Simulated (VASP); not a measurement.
Runs of VASP 6.6.1 on CsLiCr2Te2S3. Symmetry: R32, No. 155, trigonal system. The conventional cell has a = 6.639 Å, b = 6.639 Å, c = 20.639 Å, α = 90.00°, β = 90.00°, γ = 120.00°. Around Cs (site symmetry 32) lie 6 Te at 3.84 Å and 6 S at 4.04 Å and 2 Cr at 4.16 Å. Around Li (site symmetry 32) lie 3 S at 2.41 Å. Cr (site symmetry 3) has 3 S at 2.24 Å and 1 Te at 2.45 Å as nearest neighbours. Te (site symmetry 3) has 1 Cr at 2.45 Å as nearest neighbours. S (site symmetry 2) has 2 Cr at 2.24 Å and 1 Li at 2.41 Å as nearest neighbours. The cell was built by a generator and needn't be a form met in nature.

```tsv
task	level	cell	k mesh	cutoff (eV)	smearing	grid for exact exchange (PRECFOCK)	exchange at q = 0	screening parameter	k mesh for the DOS	occupations for the DOS	gap on the mesh (eV)	pressure (GPa)	moment (μB)	relaxed volume (Å³/atom)	largest force (eV/Å)
band structure	PBE	as given	5 × 5 × 5	520	fermi-dirac 0.05 eV	-	-	-	-	-	-	-	4.00	-	-
density of states	B3LYP	as given	3 × 3 × 3	520	tetrahedron	Fast	default	-	-	-	0.56	-	4.00	-	(c)
density of states	r2SCAN0	as given	3 × 3 × 3	520	tetrahedron	Fast	default	-	-	-	0.84	-	4.00	-	(a)
relaxation of cell and atoms	r2SCAN	relaxed	5 × 5 × 5	600	fermi-dirac 0.05 eV	-	-	-	-	-	none	0.0	4.00	28.33	0.01
density of states	HSE06	as given	3 × 3 × 3	520	tetrahedron	Fast	-	0.2 1/A	-	-	(b)	-	4.00	-	0.31
density of states	PBE	as given	5 × 5 × 5	520	fermi-dirac 0.05 eV	-	-	-	8 × 8 × 8	tetrahedron	-	-	4.00	-	-
relaxation of cell and atoms	PBE	relaxed	5 × 5 × 5	600	fermi-dirac 0.05 eV	-	-	-	-	-	none	0.0	4.00	29.09	-
electric field gradients	PBE	as given	5 × 5 × 5	520	fermi-dirac 0.05 eV	-	-	-	-	-	none	-	4.00	-	0.01
density of states	PBE0	as given	3 × 3 × 3	520	tetrahedron	Fast	truncated	-	-	-	0.67	-	4.00	-	0.31
atomic charges	PBE+TS	as given	5 × 5 × 5	520	fermi-dirac 0.05 eV	-	-	-	-	-	none	-	4.00	-	0.12
relaxation of cell and atoms	PBEsol	relaxed	5 × 5 × 5	600	fermi-dirac 0.05 eV	-	-	-	-	-	none	0.0	4.00	26.41	-
```

Alike in all rows: potentials or basis VASP PAW PBE potentials, release 64 (Cs_sv, Li_sv, Cr_pv, Te, S); spin collinear, ferromagnetic start.

Task: Estimate the missing entries.

Result: (a) 0.51; (b) 0.16; (c) 0.41.

Caveats: the cutoff is under 1.25 times the usual one of these potentials, so pressure, stress and relaxed cells hold a basis-set (Pulay) error; only a ferromagnetic start was run, and an antiferromagnetic order may lie lower in energy; the PAW data sets were made with another functional, which shifts forces and pressure a little (some runs); spin-orbit coupling is left out, which moves the levels of the heavy elements (some runs); an odd mesh through Γ misses points on the zone boundary, where band edges often lie (some runs); atom-pairwise D2, TS and ULG terms overbind metals (some runs); pairwise dispersion overbinds metals, which lowers pressure and volume (some runs).

A k mesh can miss the band edges, and the runs leave out spin-orbit coupling on Cs, Te.

A gap of «none» marks a metal or a gap under the smearing width.

Not every run made on this cell is shown here.
